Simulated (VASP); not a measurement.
Output of a VASP run:

### OSZICAR
```
...
RMM:   4    -0.267782458147E+03   -0.73468E-06   -0.58073E-05   503   0.180E-02
   7 F= -.26778246E+03 E0= -.26774397E+03  d E =-.557227E-01  mag=     1.0000
       N       E                     dE             d eps       ncg     rms          rms(c)
DAV:   1    -0.267790246736E+03   -0.77893E-02   -0.49494E-01   736   0.126E+00    0.391E-01
RMM:   2    -0.267792687802E+03   -0.24411E-02   -0.29286E-02   656   0.357E-01    0.909E-02
RMM:   3    -0.267793216729E+03   -0.52893E-03   -0.57971E-03   692   0.168E-01    0.826E-02
RMM:   4    -0.267793212697E+03    0.40321E-05   -0.80180E-04   681   0.718E-02    0.611E-02
RMM:   5    -0.267793194797E+03    0.17900E-04   -0.46912E-04   658   0.421E-02    0.182E-02
RMM:   6    -0.267793188467E+03    0.63307E-05   -0.61958E-05   608   0.200E-02
   8 F= -.26779319E+03 E0= -.26775465E+03  d E =-.107303E-01  mag=     1.0000
       N       E                     dE             d eps       ncg     rms          rms(c)
DAV:   1    -0.267794271321E+03   -0.10765E-02   -0.42430E-01   752   0.117E+00    0.364E-01
RMM:   2    -0.267796420774E+03   -0.21495E-02   -0.25673E-02   656   0.333E-01    0.847E-02
RMM:   3    -0.267796889920E+03   -0.46915E-03   -0.51029E-03   690   0.158E-01    0.800E-02
RMM:   4    -0.267796890236E+03   -0.31613E-06   -0.73889E-04   691   0.676E-02    0.606E-02
RMM:   5    -0.267796874774E+03    0.15462E-04   -0.40877E-04   658   0.388E-02    0.179E-02
RMM:   6    -0.267796868488E+03    0.62860E-05   -0.52076E-05   579   0.183E-02
   9 F= -.26779687E+03 E0= -.26775831E+03  d E =-.144103E-01  mag=     1.0000
       N       E                     dE             d eps       ncg     rms          rms(c)
DAV:   1    -0.267798577487E+03   -0.17027E-02   -0.13172E-01   752   0.659E-01    0.220E-01
RMM:   2    -0.267799336537E+03   -0.75905E-03   -0.95257E-03   656   0.200E-01    0.542E-02
RMM:   3    -0.267799521471E+03   -0.18493E-03   -0.20961E-03   721   0.941E-02    0.480E-02
RMM:   4    -0.267799498204E+03    0.23267E-04   -0.22088E-04   654   0.372E-02    0.252E-02
RMM:   5    -0.267799498822E+03   -0.61739E-06   -0.13149E-04   648   0.227E-02    0.976E-03
RMM:   6    -0.267799497579E+03    0.12425E-05   -0.20366E-05   404   0.111E-02
  10 F= -.26779950E+03 E0= -.26776094E+03  d E =-.262909E-02  mag=     1.0000
       N       E                     dE             d eps       ncg     rms          rms(c)
DAV:   1    -0.267799526804E+03   -0.27983E-04   -0.16901E-02   768   0.237E-01    0.802E-02
RMM:   2    -0.267799631016E+03   -0.10421E-03   -0.12960E-03   656   0.734E-02    0.194E-02
RMM:   3    -0.267799657213E+03   -0.26197E-04   -0.28855E-04   718   0.346E-02    0.182E-02
RMM:   4    -0.267799654331E+03    0.28824E-05   -0.30890E-05   443   0.136E-02
  11 F= -.26779965E+03 E0= -.26776109E+03  d E =-.278584E-02  mag=     1.0000
       N       E                     dE             d eps       ncg     rms          rms(c)
DAV:   1    -0.267800084435E+03   -0.42722E-03   -0.88451E-02   720   0.526E-01    0.169E-01
RMM:   2    -0.267800580748E+03   -0.49631E-03   -0.60427E-03   656   0.162E-01    0.475E-02
RMM:   3    -0.267800701139E+03   -0.12039E-03   -0.12946E-03   705   0.769E-02    0.407E-02
RMM:   4    -0.267800694023E+03    0.71161E-05   -0.14743E-04   656   0.316E-02    0.275E-02
RMM:   5    -0.267800692268E+03    0.17547E-05   -0.10362E-04   642   0.190E-02    0.877E-03
RMM:   6    -0.267800690440E+03    0.18278E-05   -0.13291E-05   390   0.914E-03
  12 F= -.26780069E+03 E0= -.26776213E+03  d E =-.103611E-02  mag=     1.0000
```

File OUTCAR:
```
------------------------ aborting loop because EDIFF is reached ----------------------------------------
  FORCE on cell =-STRESS in cart. coord.  units (eV):
  Direction    XX          YY          ZZ          XY          YZ          ZX
  --------------------------------------------------------------------------------------
  Total      -22.1969179    -22.1885847    -22.2265980      0.0809754     -0.0438791      0.0835815
  in kB      -20.5831314    -20.5754041    -20.6106537      0.0750882     -0.0406889      0.0775049
  external PRESSURE =     -20.5897298 kB  Pullay stress =       0.0000000 kB
  volume of cell :     1727.79
      direct lattice vectors                 reciprocal lattice vectors
    11.999521734  0.000000000  0.000000000     0.083336655  0.000000000  0.000000000
     0.000000000 11.999521734  0.000000000     0.000000000  0.083336655  0.000000000
     0.000000000  0.000000000 11.999521734     0.000000000  0.000000000  0.083336655
  FREE ENERGIE OF THE ION-ELECTRON SYSTEM (eV)
  ---------------------------------------------------
  free  energy   TOTEN  =      -267.8006904401 eV

  energy  without entropy=     -267.7235694121  energy(sigma->0) =     -267.76212993

 total charge

# of ion       s       p       d       tot
------------------------------------------
    1        1.159   1.332   0.204   2.695
    2        1.160   1.346   0.208   2.713
    3        1.160   1.345   0.207   2.712
    4        1.160   1.350   0.209   2.719
    5        1.160   1.346   0.208   2.713
    6        1.159   1.351   0.208   2.718
    7        1.160   1.344   0.207   2.711
    8        1.160   1.344   0.207   2.711
    9        1.160   1.340   0.205   2.705
   10        1.160   1.340   0.205   2.704
   11        1.160   1.353   0.209   2.721
   12        1.160   1.339   0.205   2.704
   13        1.160   1.345   0.207   2.713
   14        1.159   1.331   0.204   2.694
   15        1.160   1.344   0.207   2.711
   16        1.160   1.346   0.207   2.713
   17        1.160   1.340   0.205   2.706
   18        1.160   1.339   0.205   2.704
   19        1.159   1.332   0.204   2.696
   20        1.160   1.339   0.205   2.704
   21        1.160   1.340   0.205   2.705
   22        1.160   1.344   0.207   2.711
   23        1.160   1.339   0.205   2.704
   24        1.160   1.340   0.205   2.705
   25        1.160   1.344   0.207   2.711
   26        1.159   1.352   0.208   2.720
   27        1.160   1.339   0.205   2.704
   28        1.160   1.345   0.207   2.712
   29        1.160   1.339   0.205   2.704
   30        1.160   1.340   0.205   2.705
   31        1.160   1.345   0.207   2.712
   32        1.030   1.456   0.000   2.487
   33        1.030   1.456   0.000   2.487
   34        1.030   1.456   0.000   2.486
   35        1.030   1.460   0.000   2.489
   36        1.029   1.460   0.000   2.489
   37        1.029   1.460   0.000   2.489
   38        1.030   1.459   0.000   2.489
   39        1.029   1.459   0.000   2.489
   40        1.032   1.447   0.000   2.479
   41        1.029   1.460   0.000   2.489
   42        1.029   1.460   0.000   2.489
   43        1.029   1.460   0.000   2.489
   44        1.030   1.459   0.000   2.489
   45        1.030   1.456   0.000   2.486
   46        1.030   1.456   0.000   2.486
   47        1.029   1.460   0.000   2.489
   48        1.032   1.447   0.000   2.478
...
```
(Selected blocks of OUTCAR.)

POSCAR:
```
In31ZnP32
1
   11.9995217336     0.0000000000     0.0000000000
    0.0000000000    11.9995217336    -0.0000000000
   -0.0000000000    -0.0000000000    11.9995217336
In P Zn
31 32 1
Direct
  0.5000000000   0.0000000000   0.0000000000
  0.7500000000   0.2500000000   0.0000000000
  0.7500000000   0.0000000000   0.2500000000
  0.0000000000   0.0000000000   0.0000000000
  0.2500000000   0.2500000000   0.0000000000
  0.5000000000   0.5000000000   0.0000000000
  0.7500000000   0.7500000000   0.0000000000
  0.2500000000   0.0000000000   0.2500000000
  0.5000000000   0.2500000000   0.2500000000
  0.7500000000   0.5000000000   0.2500000000
  0.5000000000   0.0000000000   0.5000000000
  0.7500000000   0.2500000000   0.5000000000
  0.7500000000   0.0000000000   0.7500000000
  0.0000000000   0.5000000000   0.0000000000
  0.2500000000   0.7500000000   0.0000000000
  0.0000000000   0.2500000000   0.2500000000
  0.2500000000   0.5000000000   0.2500000000
  0.5000000000   0.7500000000   0.2500000000
  0.0000000000   0.0000000000   0.5000000000
  0.2500000000   0.2500000000   0.5000000000
  0.7500000000   0.7500000000   0.5000000000
  0.2500000000   0.0000000000   0.7500000000
  0.5000000000   0.2500000000   0.7500000000
  0.7500000000   0.5000000000   0.7500000000
  0.0000000000   0.7500000000   0.2500000000
  0.0000000000   0.5000000000   0.5000000000
  0.2500000000   0.7500000000   0.5000000000
  0.0000000000   0.2500000000   0.7500000000
  0.2500000000   0.5000000000   0.7500000000
  0.5000000000   0.7500000000   0.7500000000
  0.0000000000   0.7500000000   0.7500000000
  0.6250000000   0.1250000000   0.1250000000
  0.8750000000   0.3750000000   0.1250000000
  0.8750000000   0.1250000000   0.3750000000
  0.1250000000   0.1250000000   0.1250000000
  0.3750000000   0.3750000000   0.1250000000
  0.6250000000   0.6250000000   0.1250000000
  0.8750000000   0.8750000000   0.1250000000
  0.3750000000   0.1250000000   0.3750000000
  0.6253970000   0.3789800000   0.3783840000
  0.8750000000   0.6250000000   0.3750000000
  0.6250000000   0.1250000000   0.6250000000
  0.8750000000   0.3750000000   0.6250000000
  0.8750000000   0.1250000000   0.8750000000
  0.1250000000   0.6250000000   0.1250000000
  0.3750000000   0.8750000000   0.1250000000
  0.1250000000   0.3750000000   0.3750000000
  0.3759010000   0.6266260000   0.3753440000
  0.6250000000   0.8750000000   0.3750000000
  0.1250000000   0.1250000000   0.6250000000
  0.3760340000   0.3789900000   0.6264110000
  0.6229730000   0.6215120000   0.6264810000
  0.8750000000   0.8750000000   0.6250000000
  0.3750000000   0.1250000000   0.8750000000
  0.6250000000   0.3750000000   0.8750000000
  0.8750000000   0.6250000000   0.8750000000
  0.1250000000   0.8750000000   0.3750000000
  0.1250000000   0.6250000000   0.6250000000
  0.3750000000   0.8750000000   0.6250000000
  0.1250000000   0.3750000000   0.8750000000
  0.3750000000   0.6250000000   0.8750000000
  0.6250000000   0.8750000000   0.8750000000
  0.1250000000   0.8750000000   0.8750000000
  0.4995470000   0.4976530000   0.5032850000
```

### Question
Write an INCAR and KPOINTS that could have produced this output.

### Answer
One answer among several that fit: the input of the run itself, PBE GGA, plane waves, VASP's PBE PAW potentials (set 64).

INCAR:
```
! general
SYSTEM =In31ZnP32
PREC   =Normal
ENCUT  =400   ! plane-wave cut-off (eV)
LREAL  =Auto
LASPH  =.TRUE.
ISYM   =0
NELECT =263.0

! electronic loop
EDIFF  =1E-5   ! SCF stop (eV)
NELM   =100   ! most electronic steps
NELMIN =4
ALGO   =Fast
LMAXMIX=4   ! l cut-off of mixed one-centre charges

! smearing
ISMEAR =0   ! Gaussian
SIGMA  =0.05

! functional
GGA    =PE   ! PBE

! spin
ISPIN  =2   ! spin-polarised
MAGMOM =64*0.0156
NUPDOWN=1

! ions
IBRION =2   ! conjugate gradients
NSW    =60   ! most ionic steps
ISIF   =2   ! forces and stress, cell fixed
EDIFFG =-0.03

! output
LWAVE  =.FALSE.
LCHARG =.FALSE.
LORBIT =10
```

KPOINTS:
```
Automatic mesh
0
Gamma
1 1 1
0 0 0
```

POTCAR, in this order: In P Zn (PBE.64 set). Program: vasp_gam.

The cell is charged, with a uniform compensating background. The supercell is sampled at Γ alone, which is coarse: total energies, pressure and levels can be off, energies of defects by several tenths of an eV.

The cell is a supercell with a defect, built from InP (zinc blende): Zn_In, charge +2.
